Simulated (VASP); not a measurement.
Set up this calculation in VASP 6.6.1, as the native input.

```yaml
Task: density of states
Functional: PBE
Potentials_or_basis: VASP PAW PBE potentials, release 64 (Ga_d, Bi_d, O)
Cutoff: 520 eV
k_mesh: 10 × 10 × 10
Occupations: gaussian, width 0.1 eV
Spin: no spin polarisation
k_mesh_for_the_DOS: 15 × 15 × 15
Occupations_for_the_DOS: tetrahedron
Further_INCAR_settings: ALGO = Normal; EDIFF = 1e-06; NBANDS = 49
```

Crystal: Ga3BiO4.

```
Ga Bi O
1.0
    -2.17213    2.17213    6.39331
     2.17213   -2.17213    6.39331
     2.17213    2.17213   -6.39331
Ga Bi O
3 1 4
Direct
  0.25000 0.75000 0.50000
  0.75000 0.25000 0.50000
  0.00000 0.00000 0.00000
  0.50000 0.50000 0.00000
  0.09067 0.09067 0.51250
  0.42183 0.90933 0.00000
  0.57817 0.57817 0.48750
  0.90933 0.42183 0.00000
```

The cell was built by a generator and needn't be a form met in nature.

The input as run:

POSCAR

```
Ga3BiO4
1.0
   -2.1721300000      2.1721300000      6.3933100000
    2.1721300000     -2.1721300000      6.3933100000
    2.1721300000      2.1721300000     -6.3933100000
Ga Bi O
3 1 4
Direct
    0.2500000000      0.7500000000      0.5000000000
    0.7500000000      0.2500000000      0.5000000000
    0.0000000000      0.0000000000      0.0000000000
    0.5000000000      0.5000000000      0.0000000000
    0.0906710000      0.0906710000      0.5125020000
    0.4218310000      0.9093290000      0.0000000000
    0.5781690000      0.5781690000      0.4874980000
    0.9093290000      0.4218310000      0.0000000000
```

INCAR.step1

```
SYSTEM = Ga3BiO4
ALGO     = Normal         ! electronic algorithm
EDIFF    = 1E-6           ! SCF threshold, eV
ENCUT    = 520            ! plane-wave cutoff, eV
GGA      = PE             ! functional
ISIF     = 2              ! what is computed and relaxed
ISMEAR   = 0              ! smearing method
KPAR     = 8            
LASPH    = .True.         ! aspherical terms in the spheres
LCHARG   = .True.         ! write CHGCAR
LREAL    = .False.        ! projectors in reciprocal space
LWAVE    = .False.        ! write WAVECAR
NBANDS   = 49             ! bands
NELM     = 80             ! most SCF steps
PREC     = Accurate       ! precision mode
SIGMA    = 0.1            ! smearing width, eV
```

KPOINTS.step1

```
k-points
0
Gamma
  10 10 10
  0 0 0
```

INCAR.step2

```
SYSTEM = Ga3BiO4
ALGO     = Normal         ! electronic algorithm
EDIFF    = 1E-6           ! SCF threshold, eV
ENCUT    = 520            ! plane-wave cutoff, eV
GGA      = PE             ! functional
ICHARG   = 11             ! starting density
ISIF     = 2              ! what is computed and relaxed
ISMEAR   = -5             ! smearing method
KPAR     = 8            
LASPH    = .True.         ! aspherical terms in the spheres
LCHARG   = .False.        ! write CHGCAR
LORBIT   = 11             ! projections on sites
LREAL    = .False.        ! projectors in reciprocal space
LWAVE    = .False.        ! write WAVECAR
NBANDS   = 49             ! bands
NEDOS    = 1001           ! points of the DOS
NELM     = 80             ! most SCF steps
PREC     = Accurate       ! precision mode
SIGMA    = 0.1            ! smearing width, eV
```

KPOINTS.step2

```
k-points
0
Gamma
  15 15 15
  0 0 0
```

Potentials or basis: VASP PAW PBE potentials, release 64 (Ga_d, Bi_d, O).

The run is started by

```bash
$ cat potpaw_PBE.64/Ga_d/POTCAR potpaw_PBE.64/Bi_d/POTCAR potpaw_PBE.64/O/POTCAR > POTCAR
$ cp INCAR.step1 INCAR
$ cp KPOINTS.step1 KPOINTS
$ mpirun -np 8 vasp_std > vasp.out
$ cp INCAR.step2 INCAR
$ cp KPOINTS.step2 KPOINTS
$ mpirun -np 8 vasp_std > vasp.out
```

Results of the run:

```yaml
Valence_electrons_inside_the_program's_atomic_spheres: Ga 11.80, 11.40; Bi 12.59; O 5.00
```

Caveat: spin-orbit coupling is left out, which moves the levels of the heavy elements.

Run time: 5 min on 8 MPI ranks on Intel(R) Xeon(R) 6975P-C (Granite Rapids), with other jobs on the host, peak memory 1.4 GiB a rank.
